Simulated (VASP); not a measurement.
A VASP calculation is set up with these files.

### KPOINTS
```
Regular mesh
0
G
 9 9 9
0 0 0
```

**POSCAR**
```
BP
1
    0.0000000000     2.2700000000     2.2700000000
    2.2700000000     0.0000000000     2.2700000000
    2.2700000000     2.2700000000     0.0000000000
B P
1 1
Direct
  0.0000000000   0.0000000000   0.0000000000
  0.7500000000   0.7500000000   0.7500000000
```

INCAR:
```
SYSTEM = BP
PREC = Accurate
ENCUT = 530
EDIFF = 1E-6
NELM = 100
ALGO = Normal
LREAL = .FALSE.
LASPH = .TRUE.
ISMEAR = 0
SIGMA = 0.05
GGA = PS
LWAVE = .FALSE.
LCHARG = .FALSE.
IBRION = 2
ISIF = 3
NSW = 60
EDIFFG = -0.01
```

POTCAR, in this order: B P (PBE.64 set). Program: vasp_std.

Question: Write an equivalent input for Quantum ESPRESSO's pw.x.

Answer: One equivalent input (not run):
```
&CONTROL
  calculation = 'vc-relax'
  pseudo_dir = './pseudo'
  outdir = './out'
  tprnfor = .true.
  tstress = .true.
  nstep = 60
  forc_conv_thr = 0.00039
/
&SYSTEM
  ibrav = 0
  nat = 2
  ntyp = 2
  ecutwfc = 76
  occupations = 'smearing'
  smearing = 'gaussian'
  degauss = 0.003675
  input_dft = 'pbesol'
/
&ELECTRONS
  conv_thr = 7.3e-08
  electron_maxstep = 100
/
&IONS
/
&CELL
/
ATOMIC_SPECIES
  B 10.810 B.upf
  P 30.974 P.upf
CELL_PARAMETERS angstrom
     0.0000000    2.2700000    2.2700000
     2.2700000    0.0000000    2.2700000
     2.2700000    2.2700000    0.0000000
ATOMIC_POSITIONS crystal
  B    0.0000000  0.0000000  0.0000000
  P    0.7500000  0.7500000  0.7500000
K_POINTS automatic
  9 9 9 0 0 0
```
The two are equivalent in intent, not identical: the potentials are each code's own (VASP's PAW set, PseudoDojo norm-conserving files in pw.x), so ENCUT and ecutwfc are chosen apart and not converted; conv_thr bounds pw.x's estimated SCF error, while EDIFF bounds the energy change between steps; forc_conv_thr acts on force components and is met together with etot_conv_thr.

The compound is BP in the zinc blende structure. This run relaxes it. Symmetry was kept, so distortions that lower it aren't found.
